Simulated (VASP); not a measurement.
# Zr (Zirconium) with r2SCAN: from relaxation to properties, part 3 of 5

How well does r2SCAN reproduce what experiment finds for Zr (Zirconium)? The cell is relaxed first, and properties follow on it. Left out of this account: 1 further run (core levels: core levels are not valid at this level). The start is a cell from a database of measured crystal structures.

VASP 6.6.1, plane waves and PAW; the level of theory is named at each step.

So far. Step 4 (Band structure (r2SCAN)): There is no gap at this level. Step 4 (Band structure (r2SCAN)): Of the bands kept, 4 cross the Fermi level on this path.

## Step 5: Density of states (r2SCAN)

Level of this step: r2SCAN; plane waves and PAW (Zr_sv) (VASP).

A density of states needs more k-points than a total energy; ISMEAR = -5 takes tetrahedra, and LORBIT projects the states on the PAW spheres. The mesh is finer than in the run before.

File INCAR:

```
SYSTEM = Zr
PREC = Accurate
ENCUT = 400
EDIFF = 1E-06
NELM = 100
ISMEAR = -5
SIGMA = 0.2
LREAL = .FALSE.
ALGO = Normal
METAGGA = R2SCAN
LASPH = .TRUE.
NBANDS = 24
LORBIT = 11
LWAVE = .FALSE.
LCHARG = .FALSE.
KPAR = 2
NEDOS = 2001
```

File POSCAR:

```
Zr
1.0
    3.2378935186      0.0000000000      0.0000000000
   -1.6189467593      2.8040980418      0.0000000000
    0.0000000000      0.0000000000      5.1594231066
Zr
2
Direct
    0.3333333333      0.6666666667      0.2500000000
    0.6666666667      0.3333333333      0.7500000000
```

File KPOINTS:

```
Automatic mesh
0
Gamma
14 14 8
0 0 0
```

Potentials, in the order of the species: Zr_sv (PBE family, release 64).

Launch:

```bash
mpirun -np 2 vasp_std
```

The program printed:

```text
[... set-up lines as in an earlier step ...]
 entering main loop
       N       E                     dE             d eps       ncg     rms          rms(c)
DAV:   1     0.149261631017E+03    0.14926E+03   -0.11444E+04  5776   0.846E+02
DAV:   2    -0.419750104300E+02   -0.19124E+03   -0.18526E+03  7184   0.285E+02
DAV:   3    -0.586015888488E+02   -0.16627E+02   -0.16241E+02 11096   0.532E+01
DAV:   4    -0.589291503729E+02   -0.32756E+00   -0.32737E+00  6080   0.862E+00
DAV:   5    -0.589320710396E+02   -0.29207E-02   -0.29204E-02  7504   0.773E-01    0.178E+01
DAV:   6    -0.455449868071E+02    0.13387E+02   -0.99681E+00  8288   0.153E+01    0.396E+00
DAV:   7    -0.454791899089E+02    0.65797E-01   -0.29417E-01  7080   0.361E+00    0.150E+00
DAV:   8    -0.454926767423E+02   -0.13487E-01   -0.14698E-01  7456   0.260E+00    0.962E-01
DAV:   9    -0.455098680181E+02   -0.17191E-01   -0.46846E-02  6352   0.171E+00    0.141E+00
DAV:  10    -0.455011303837E+02    0.87376E-02   -0.24607E-02  6368   0.116E+00    0.353E-02
DAV:  11    -0.455012864235E+02   -0.15604E-03   -0.13788E-03  8320   0.198E-01    0.474E-02
DAV:  12    -0.455012836930E+02    0.27305E-05   -0.19934E-05  7208   0.350E-02    0.154E-02
DAV:  13    -0.455012848524E+02   -0.11594E-05   -0.41390E-06  8288   0.116E-02    0.302E-03
DAV:  14    -0.455012862641E+02   -0.14117E-05   -0.24838E-07  3896   0.328E-03    0.156E-03
DAV:  15    -0.455012864779E+02   -0.21385E-06   -0.57951E-08  3520   0.138E-03
   1 F= -.45501286E+02 E0= -.45501286E+02  d E =0.000000E+00
 -----------------------------------------------------------------------------
|                                                                             |
|           W    W    AA    RRRRR   N    N  II  N    N   GGGG   !!!           |
|           W    W   A  A   R    R  NN   N  II  NN   N  G    G  !!!           |
|           W    W  A    A  R    R  N N  N  II  N N  N  G       !!!           |
|           W WW W  AAAAAA  RRRRR   N  N N  II  N  N N  G  GGG   !            |
|           WW  WW  A    A  R   R   N   NN  II  N   NN  G    G                |
|           W    W  A    A  R    R  N    N  II  N    N   GGGG   !!!           |
|                                                                             |
|     Tetrahedron method does not include variations of the Fermi             |
|     occupations, so forces and stress will be inaccurate. We suggest        |
|     using a different smearing scheme ISMEAR = 1 or 2 for metals in         |
|     relaxations.                                                            |
|                                                                             |
 -----------------------------------------------------------------------------
```

Wall time 6.4 min (2 MPI ranks of AMD EPYC 7R43, shared host); peak memory 0.35 GiB.

Parts of OUTCAR (step 5):

```text
   k-points           NKPTS =    120   k-points in BZ     NKDIM =    120   number of bands    NBANDS=     24

   NELECT =      24.0000    total number of electrons

 E-fermi :   9.0027

 k-point     1 :       0.0000    0.0000    0.0000
  band No.  band energies     occupation
    ...
      6     -18.4046      2.00000
      7     -18.3937      2.00000
      8     -18.3937      2.00000
      9       2.9751      2.00000
     10       5.7915      2.00000
     11       9.9521      0.00000
     12       9.9521      0.00000
     13       9.9745      0.00000
     14      10.1072      0.00000
     15      10.6912      0.00000
    ...

  Total        0.0358861      0.0358861     -0.0292179     -0.0000000      0.0000000     -0.0000000
  in kB        1.2273810      1.2273810     -0.9993156     -0.0000000      0.0000000     -0.0000000
  external PRESSURE =       0.4851488 kB  Pullay stress =       0.0000000 kB

 POSITION                                       TOTAL-FORCE (eV/Angst)
 -----------------------------------------------------------------------------------
     -0.00000      1.86940      1.28986         0.000000      0.000000      0.000000
      1.61895      0.93470      3.86957        -0.000000     -0.000000      0.000000
 -----------------------------------------------------------------------------------
    total drift:                               -0.000000      0.000000     -0.000000

  FREE ENERGIE OF THE ION-ELECTRON SYSTEM (eV)
  ---------------------------------------------------
  free  energy   TOTEN  =       -45.5012864779 eV

  energy  without entropy=      -45.5012864779  energy(sigma->0) =      -45.50128648

[... 7 parts as in an earlier step ...]

[... 9 further parts left out ...]
```

With tetrahedra the forces and stress of a metal are not exact derivatives of the energy.

This step gave:

```
SCF cycles             : 15
irreducible k-points   : 120
free energy (TOTEN)    : -45.50 eV
Fermi energy           : 9.003 eV
pressure               : 0.04851 GPa
DOS at the Fermi level : 1.378 states/eV/cell
```

The density of states has structure finer than the step of the table below, so its rows give means over 0.5 eV, whole bins alone (the curve runs from -12.0 to 2.07 eV). Peaks (eV: height): total -0.76: 4.16, 0.25: 3.77, 0.98: 3.83, 1.41: 3.93; Zr d -2.14: 1.23, -0.76: 1.98, 0.25: 2.15, 1.41: 2.52; Zr p -0.76: 0.193, 0.98: 0.149; Zr s -3.08: 0.237, 0.98: 0.0385.

States under -12.0 eV and over 2.1 eV are left out. Density of states against energy, zero at the Fermi level; means over each step; values in states/eV/cell:

```
energy (eV)   total     Zr d     Zr p     Zr s
       -6.5       0        0        0        0
       -6.0  0.0243        0   1.6e-4  0.00689
       -5.5   0.125   3.4e-4  0.00186   0.0344
       -5.0   0.205  0.00216  0.00518   0.0535
       -4.5   0.293  0.00777   0.0101   0.0712
       -4.0   0.418   0.0242   0.0172   0.0918
       -3.5   0.689   0.0900   0.0280    0.126
       -3.0    1.81    0.525   0.0470    0.213
       -2.5    2.32    0.875   0.0586    0.166
       -2.0    2.40     1.05   0.0691   0.0859
       -1.5    2.04    0.962   0.0750   0.0345
       -1.0    3.18     1.54    0.135   0.0332
       -0.5    1.86    0.926   0.0766   0.0142
        0.0    1.88    0.998   0.0771   0.0102
        0.5    3.41     1.96    0.113   0.0244
        1.0    3.39     1.96    0.128   0.0289
        1.5    3.24     2.07   0.0908   0.0178
```

The finer mesh and the other smearing move the Fermi level by -0.00 eV from the 9×9×5 run, a small shift, which tests the Fermi level alone. Of the states within 0.3 eV of the Fermi level, the largest shares in the PAW spheres are Zr d 54 %. The rest lies in smaller channels or between the spheres.

## Step 6: Volume scan with r2SCAN

An equation of state needs energies on both sides of the minimum, all on one mesh and cutoff.

File INCAR:

```
SYSTEM = Zr
PREC = Accurate
ENCUT = 400
EDIFF = 1E-06
NELM = 100
ISMEAR = 1
SIGMA = 0.2
LREAL = .FALSE.
ALGO = Normal
METAGGA = R2SCAN
LASPH = .TRUE.
NBANDS = 18
LORBIT = 11
LWAVE = .FALSE.
LCHARG = .FALSE.
KPAR = 2
ISIF = 2
```

File POSCAR:

```
Zr
1.0
    3.1717955123      0.0000000000      0.0000000000
   -1.5858977562      2.7468554892      0.0000000000
    0.0000000000      0.0000000000      5.0540992042
Zr
2
Direct
    0.3333333333      0.6666666667      0.2500000000
    0.6666666667      0.3333333333      0.7500000000
```

File KPOINTS:

```
Automatic mesh
0
Gamma
9 9 5
0 0 0
```

Launch:

```bash
mpirun -np 2 vasp_std
```

The program printed:

```text
[... set-up lines as in an earlier step ...]
 entering main loop
       N       E                     dE             d eps       ncg     rms          rms(c)
DAV:   1     0.154220257120E+03    0.15422E+03   -0.12291E+04  1304   0.114E+03
DAV:   2    -0.407851516683E+02   -0.19501E+03   -0.19212E+03  1512   0.359E+02
DAV:   3    -0.585835142923E+02   -0.17798E+02   -0.17629E+02  2514   0.699E+01
DAV:   4    -0.589033148342E+02   -0.31980E+00   -0.31962E+00  1494   0.116E+01
DAV:   5    -0.589131740397E+02   -0.98592E-02   -0.98571E-02  1962   0.130E+00    0.197E+01
DAV:   6    -0.454886253887E+02    0.13425E+02   -0.12924E+01  1664   0.203E+01    0.486E+00
DAV:   7    -0.454204058232E+02    0.68220E-01   -0.29814E-01  1560   0.457E+00    0.147E+00
DAV:   8    -0.454361092248E+02   -0.15703E-01   -0.13940E-01  2148   0.280E+00    0.830E-01
DAV:   9    -0.454472945335E+02   -0.11185E-01   -0.26277E-02  1854   0.138E+00    0.666E-01
DAV:  10    -0.454454878873E+02    0.18066E-02   -0.66787E-03  1380   0.702E-01    0.579E-02
DAV:  11    -0.454454933150E+02   -0.54277E-05   -0.60619E-04  2024   0.171E-01    0.349E-02
DAV:  12    -0.454454917870E+02    0.15280E-05   -0.26562E-05  1646   0.443E-02    0.111E-02
DAV:  13    -0.454454925833E+02   -0.79631E-06   -0.85808E-07   982   0.683E-03
   1 F= -.45445493E+02 E0= -.45446079E+02  d E =0.175787E-02
```

It took 72 s on 2 MPI ranks; peak memory 0.24 GiB; 2.4 min of CPU time.

OUTCAR, selected parts (step 6):

```text
   ENCUT  =  400.0 eV  29.40 Ry    5.42 a.u.   5.17  5.17  8.24*2*pi/ulx,y,z

   NELECT =      24.0000    total number of electrons

 E-fermi :   9.7098

 k-point     1 :       0.0000    0.0000    0.0000
  band No.  band energies     occupation
    ...
      6     -17.4789      2.00000
      7     -17.4771      2.00000
      8     -17.4771      2.00000
      9       3.5866      2.00000
     10       6.3166      2.00000
     11      10.6603     -0.00000
     12      10.6603     -0.00000
     13      10.8352     -0.00000
     14      10.9528     -0.00000
     15      11.4660     -0.00000
    ...

  Total        1.7737472      1.7737472      1.9583744     -0.0000000      0.0000000      0.0000000
  in kB       64.5383047     64.5383047     71.2560172     -0.0000000      0.0000000      0.0000000
  external PRESSURE =      66.7775422 kB  Pullay stress =       0.0000000 kB

 POSITION                                       TOTAL-FORCE (eV/Angst)
 -----------------------------------------------------------------------------------
     -0.00000      1.83124      1.26352        -0.000000      0.000000      0.000000
      1.58590      0.91562      3.79057         0.000000     -0.000000      0.000000
 -----------------------------------------------------------------------------------
    total drift:                               -0.000000      0.000000     -0.000000

  FREE ENERGIE OF THE ION-ELECTRON SYSTEM (eV)
  ---------------------------------------------------
  free  energy   TOTEN  =       -45.4454925833 eV

  energy  without entropy=      -45.4472504555  energy(sigma->0) =      -45.44607854

[... 5 parts as in an earlier step ...]

[... 11 further parts left out ...]
```

The scan keeps the cell's shape and the fractional positions fixed.

Numbers from this step:

* SCF cycles: 13
* bands: 18
* irreducible k-points: 36
* free energy (TOTEN): -45.45 eV
* energy at zero smearing: -45.45 eV
* Fermi energy: 9.710 eV
* pressure: 6.678 GPa

The pressure here is 6.68 GPa.

## Step 7: Volume scan with r2SCAN (run 2)

INCAR is that of step 6.

File POSCAR:

```
Zr
1.0
    3.1941328364      0.0000000000      0.0000000000
   -1.5970664182      2.7662001793      0.0000000000
    0.0000000000      0.0000000000      5.0896926248
Zr
2
Direct
    0.3333333333      0.6666666667      0.2500000000
    0.6666666667      0.3333333333      0.7500000000
```

KPOINTS is that of step 6.

Launch:

```bash
mpirun -np 2 vasp_std
```

The program printed:

```text
[... set-up lines as in an earlier step ...]
 entering main loop
       N       E                     dE             d eps       ncg     rms          rms(c)
DAV:   1     0.148060661867E+03    0.14806E+03   -0.12118E+04  1304   0.113E+03
DAV:   2    -0.415024703721E+02   -0.18956E+03   -0.18685E+03  1560   0.351E+02
DAV:   3    -0.584625386330E+02   -0.16960E+02   -0.16736E+02  2396   0.693E+01
DAV:   4    -0.589213576624E+02   -0.45882E+00   -0.45849E+00  1628   0.122E+01
DAV:   5    -0.589335616542E+02   -0.12204E-01   -0.12197E-01  1842   0.133E+00    0.191E+01
DAV:   6    -0.455256892159E+02    0.13408E+02   -0.12994E+01  1668   0.203E+01    0.463E+00
DAV:   7    -0.454537350697E+02    0.71954E-01   -0.30013E-01  1552   0.457E+00    0.144E+00
DAV:   8    -0.454691653286E+02   -0.15430E-01   -0.14524E-01  2118   0.286E+00    0.854E-01
DAV:   9    -0.454806301101E+02   -0.11465E-01   -0.27012E-02  1894   0.139E+00    0.657E-01
DAV:  10    -0.454787443629E+02    0.18857E-02   -0.70058E-03  1380   0.714E-01    0.566E-02
DAV:  11    -0.454787498064E+02   -0.54435E-05   -0.60503E-04  1990   0.171E-01    0.351E-02
DAV:  12    -0.454787487920E+02    0.10144E-05   -0.28028E-05  1614   0.454E-02    0.110E-02
DAV:  13    -0.454787496817E+02   -0.88977E-06   -0.93372E-07  1132   0.708E-03
   1 F= -.45478750E+02 E0= -.45479648E+02  d E =0.269351E-02
```

It took 69 s on 2 MPI ranks; peak memory 0.25 GiB.

From OUTCAR (step 7):

```text
   ENCUT  =  400.0 eV  29.40 Ry    5.42 a.u.   5.21  5.21  8.30*2*pi/ulx,y,z

   NELECT =      24.0000    total number of electrons

 E-fermi :   9.4661

 k-point     1 :       0.0000    0.0000    0.0000
  band No.  band energies     occupation
    ...
      6     -17.7984      2.00000
      7     -17.7938      2.00000
      8     -17.7938      2.00000
      9       3.3720      2.00000
     10       6.1344      2.00000
     11      10.4162     -0.00000
     12      10.4162     -0.00000
     13      10.5840     -0.00000
     14      10.6111     -0.00000
     15      11.1987     -0.00000
    ...

  Total        1.1554190      1.1554190      1.2896677      0.0000000     -0.0000000      0.0000000
  in kB       41.1644168     41.1644168     45.9473298      0.0000000     -0.0000000      0.0000000
  external PRESSURE =      42.7587211 kB  Pullay stress =       0.0000000 kB

 POSITION                                       TOTAL-FORCE (eV/Angst)
 -----------------------------------------------------------------------------------
     -0.00000      1.84413      1.27242        -0.000000      0.000000      0.000000
      1.59707      0.92207      3.81727         0.000000     -0.000000      0.000000
 -----------------------------------------------------------------------------------
    total drift:                               -0.000000      0.000000     -0.000000

  FREE ENERGIE OF THE ION-ELECTRON SYSTEM (eV)
  ---------------------------------------------------
  free  energy   TOTEN  =       -45.4787496817 eV

  energy  without entropy=      -45.4814431941  energy(sigma->0) =      -45.47964752

[... 5 parts as in an earlier step ...]

[... 11 further parts left out ...]
```

This step gave:

```yaml
free_energy_toten: -45.48 eV
energy_at_zero_smearing: -45.48 eV
fermi_energy: 9.466 eV
pressure: 4.276 GPa
```

The pressure falls from 6.68 to 4.28 GPa.

The run ends at a pressure of 4.28 GPa.

## Step 8: Volume scan with r2SCAN (run 3)

INCAR is that of step 7.

File POSCAR:

```
Zr
1.0
    3.2161620348      0.0000000000      0.0000000000
   -1.6080810174      2.7852780248      0.0000000000
    0.0000000000      0.0000000000      5.1247950625
Zr
2
Direct
    0.3333333333      0.6666666667      0.2500000000
    0.6666666667      0.3333333333      0.7500000000
```

KPOINTS is that of step 7.

Launch:

```bash
mpirun -np 2 vasp_std
```

The program printed:

```text
[... set-up lines as in an earlier step ...]
 entering main loop
       N       E                     dE             d eps       ncg     rms          rms(c)
DAV:   1     0.145350724157E+03    0.14535E+03   -0.12047E+04  1296   0.113E+03
DAV:   2    -0.420630694038E+02   -0.18741E+03   -0.18420E+03  1580   0.354E+02
DAV:   3    -0.584639780289E+02   -0.16401E+02   -0.16260E+02  2394   0.671E+01
DAV:   4    -0.589294533253E+02   -0.46548E+00   -0.46514E+00  1568   0.124E+01
[...]
DAV:  11    -0.454984994776E+02   -0.71405E-05   -0.61387E-04  1972   0.171E-01    0.327E-02
DAV:  12    -0.454984989101E+02    0.56752E-06   -0.26887E-05  1598   0.447E-02    0.111E-02
DAV:  13    -0.454984998464E+02   -0.93633E-06   -0.81632E-07  1096   0.664E-03
   1 F= -.45498500E+02 E0= -.45499719E+02  d E =0.365725E-02
```

It took 79 s on 2 MPI ranks; peak memory 0.25 GiB; 2.6 min of CPU time.

Parts of OUTCAR (step 8):

```text
  Total        0.5670580      0.5670580      0.6429749      0.0000000      0.0000000      0.0000000
  in kB       19.7904227     19.7904227     22.4399354      0.0000000      0.0000000      0.0000000
  external PRESSURE =      20.6735936 kB  Pullay stress =       0.0000000 kB

 POSITION                                       TOTAL-FORCE (eV/Angst)
 -----------------------------------------------------------------------------------
     -0.00000      1.85685      1.28120        -0.000000      0.000000      0.000000
      1.60808      0.92843      3.84360         0.000000     -0.000000      0.000000
 -----------------------------------------------------------------------------------
    total drift:                               -0.000000      0.000000     -0.000000

  FREE ENERGIE OF THE ION-ELECTRON SYSTEM (eV)
  ---------------------------------------------------
  free  energy   TOTEN  =       -45.4984998464 eV

  energy  without entropy=      -45.5021571003  energy(sigma->0) =      -45.49971893

[... 1 part as in an earlier step ...]

[... 2 further parts left out ...]
[key lines of the parts left out:]
E-fermi :   9.2311
```

The pressure falls from 4.28 to 2.07 GPa.

The run ends at a pressure of 2.07 GPa.

## Step 9: Volume scan with r2SCAN (run 4)

INCAR is that of step 8.

File POSCAR:

```
Zr
1.0
    3.2378935186      0.0000000000      0.0000000000
   -1.6189467593      2.8040980418      0.0000000000
    0.0000000000      0.0000000000      5.1594231066
Zr
2
Direct
    0.3333333333      0.6666666667      0.2500000000
    0.6666666667      0.3333333333      0.7500000000
```

KPOINTS is that of step 8.

Launch:

```bash
mpirun -np 2 vasp_std
```

The program printed:

```text
[... set-up lines as in an earlier step ...]
 entering main loop
       N       E                     dE             d eps       ncg     rms          rms(c)
[... 1 cycle as in an earlier step ...]
DAV:   2    -0.425893548972E+02   -0.18717E+03   -0.18452E+03  1610   0.348E+02
DAV:   3    -0.584651532087E+02   -0.15876E+02   -0.15806E+02  2368   0.679E+01
DAV:   4    -0.589204704745E+02   -0.45532E+00   -0.45492E+00  1574   0.124E+01
DAV:   5    -0.589379857687E+02   -0.17515E-01   -0.17511E-01  1924   0.157E+00    0.178E+01
[...]
DAV:  11    -0.455059489588E+02   -0.67357E-05   -0.60462E-04  2014   0.170E-01    0.326E-02
DAV:  12    -0.455059488272E+02    0.13158E-06   -0.27445E-05  1584   0.449E-02    0.108E-02
DAV:  13    -0.455059497113E+02   -0.88409E-06   -0.86822E-07  1064   0.675E-03
   1 F= -.45505950E+02 E0= -.45507480E+02  d E =0.459053E-02
```

The job ended after 80 s (2 MPI ranks; peak memory 0.25 GiB; 2.6 min of CPU time).

From OUTCAR (step 9):

```text
  Total        0.0074817      0.0074817      0.0214563     -0.0000000      0.0000000      0.0000000
  in kB        0.2558890      0.2558890      0.7338518     -0.0000000      0.0000000      0.0000000
  external PRESSURE =       0.4152099 kB  Pullay stress =       0.0000000 kB

  FREE ENERGIE OF THE ION-ELECTRON SYSTEM (eV)
  ---------------------------------------------------
  free  energy   TOTEN  =       -45.5059497113 eV

  energy  without entropy=      -45.5105402396  energy(sigma->0) =      -45.50747989

[... 3 parts as in an earlier step ...]

[... 1 further part left out ...]
[key lines of the parts left out:]
E-fermi :   9.0041
```

The pressure falls from 2.07 to 0.04 GPa.

The run ends at a pressure of 0.04 GPa.

[end of part 3 of 5]

[Lines on the potential files, build, host, timing and source positions are cut from VASP's logs without a mark.]

[Logs are printed without paths, hosts, clocks, repeated set-up lines and the standing remarks that a program may print on its own settings, such as how far it seeks lower states.]

[Hosts, paths, dates, database ids (printed as entryN), source tags and the programs' standing remarks are cut or masked in the printed files.]

[A measured line is paired with the nearest computed mode of its activity, which favours agreement.]
